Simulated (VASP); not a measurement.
```xyz
2
Lattice="3.7300 -1.9098 -0.0027 3.7300 1.9098 -0.0027 2.7545 0.0000 3.1581" Properties=species:S:1:pos:R:3 pbc="T T T"
As     2.3196     0.0000     0.7159
As     7.8950     0.0000     2.4368
```

The numbers are results of PBE GGA, VASP's PBE PAW potentials (set 64) (plane waves; VASP 6.6.1), not measurements. Settings: 480 eV cut-off, 10×10×10 Γ-centred mesh, first-order Methfessel-Paxton smearing of 0.10 eV, potentials As.

Energy and stress use the plane-wave basis of the starting cell.

Task: The ions, cell shape and volume at an external pressure of 1.0 GPa are relaxed. Predict the relaxed structure.

Result: 
```xyz
2
Lattice="3.6661 -1.9044 -0.0191 3.6661 1.9044 -0.0191 2.6933 0.0000 3.1326" Properties=species:S:1:pos:R:3 pbc="T T T"
As     2.2886     0.0000     0.7064
As     7.7368     0.0000     2.3880
```
Space group R-3m (166), at a tolerance of 0.03 Å.

Task: How do energy and volume change from the first to the last step?

Result: The energy (σ→0) changes by +1.8 meV/atom and the volume by -2.4 %, in 7 ionic steps.

The compound is As in the a7 structure. This run relaxes it under an external pressure of 1 GPa. Symmetry was kept, so distortions that lower it aren't found.
